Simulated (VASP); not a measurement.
Given:

```xyz
4
Lattice="3.8582 0.0000 0.0000 0.0000 3.8582 0.0000 0.0000 0.0000 25.5801" Properties=species:S:1:pos:R:3 pbc="T T T"
Ca     0.0000     1.9291     8.7060
Ca     1.9291     0.0000    11.4118
Ca     0.0000     1.9291    14.1683
Ca     1.9291     0.0000    16.8742
```

Method: PBEsol GGA, VASP's PBE PAW potentials (set 64) (plane waves; VASP). Numerical set-up: PREC = Normal, 400 eV cut-off, 7×7×1 Γ-centred mesh, first-order Methfessel-Paxton smearing of 0.10 eV, potentials Ca_sv.

Problem. Estimate the energy per atom (σ→0), band gap (on the k-mesh) with the smallest direct gap where there is one.

Solution. 
```
Property                                                    Result
------------------------  ----------------------------------------
band gap (on the k-mesh)  none (metal, semimetal or under 0.01 eV)
energy per atom (σ→0)                               -1.901 eV/atom
```

The absolute energy has meaning only against runs of the same code, potentials and settings.

The cell is a thin slab with vacuum, built from Ca (fcc): (100) face.
